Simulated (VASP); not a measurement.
Input of a VASP 6.6.1 run:

File INCAR:

```
SYSTEM = VGa3Co
  PREC = Accurate
  ENCUT = 520
  EDIFF = 1E-6
  ISMEAR = -1
  SIGMA = 0.0211
  LREAL = .FALSE.
  LASPH = .TRUE.
  NELM = 60
  ALGO = Fast
  ISIF = 2
  LWAVE = .FALSE.
  LCHARG = .FALSE.
  GGA = PE
  NBANDS = 72
```

KPOINTS

```
Automatic mesh
0
G
  5 5 5
  0 0 0
```

POSCAR

```
VGa3Co
1.0
    3.7119420000      0.0000000000      0.0000000000
    1.8559710000    -10.7145700000      0.0000000000
    0.0000000000      0.0000000000     -3.6386800000
Co Ga V
2 6 2
Direct
    0.2050000000      0.5900000000      0.7500000000
    0.7950000000      0.4100000000      0.2500000000
    0.6530000000      0.6940000000      0.7500000000
    0.3470000000      0.3060000000      0.2500000000
    0.3260000000      0.3480000000      0.7500000000
    0.6740000000      0.6520000000      0.2500000000
    0.5250000000      0.9500000000      0.7500000000
    0.4750000000      0.0500000000      0.2500000000
    0.9280000000      0.1440000000      0.7500000000
    0.0720000000      0.8560000000      0.2500000000
```

Potentials or basis: VASP PAW PBE potentials, release 64 (Co, Ga_d, V_sv).

Command:

```bash
$ cat potpaw_PBE.64/Co/POTCAR potpaw_PBE.64/Ga_d/POTCAR potpaw_PBE.64/V_sv/POTCAR > POTCAR
$ mpirun -np 1 vasp_std > vasp.out
```

Problem. Predict the pressure.

Solution. 34.8 GPa.

Problem. Predict the band gap on the k mesh.

Solution. None (metal or under the smearing width).

Stress tensor (GPa, compression positive):
```
 -0.03   0.00   0.00
  0.00   2.24   0.00
  0.00   0.00 102.05
```

Caveat: a pressure of tens of GPa on the cell as given is suspect, and the run, the potentials or the cell itself is likely at fault; forces of over 1 eV/Å show positions far from the minimum, so gaps and moduli don't describe the material at rest. Spin polarisation is off, so any magnetic state and its effect on volume and gap are missing.
